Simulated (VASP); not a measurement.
```yaml
crystal:
  lattice:
    - [2.86936, 0.00000, 0.00000]
    - [-1.43468, 2.48494, 0.00000]
    - [0.00000, 0.00000, 4.75936]
  atoms:
    - { symbol: Ag, position: [0.33333, 0.66667, 0.25000] }
    - { symbol: Ag, position: [0.66667, 0.33333, 0.75000] }
```

Calculation: SCAN meta-GGA with spin-orbit coupling, VASP's PBE PAW potentials (set 64) (plane waves; VASP 6.6.1). Run with 400 eV cut-off, 13×13×7 Γ-centred mesh, Gaussian smearing of 0.050 eV, potentials Ag.

**Question.** What does the run give for the energy per atom (σ→0), band gap (over mesh and band path) with the smallest direct gap where there is one?

**Answer.** 
```
Quantity                                                               Value
----------------------------------  ----------------------------------------
band gap (over mesh and band path)  none (metal, semimetal or under 0.01 eV)
energy per atom (σ→0)                                        -31.402 eV/atom
```

The structure comes from a measured Ag entry (P6_3/mmc) of the Crystallography Open Database, whose conditions weren't checked. It was relaxed first.
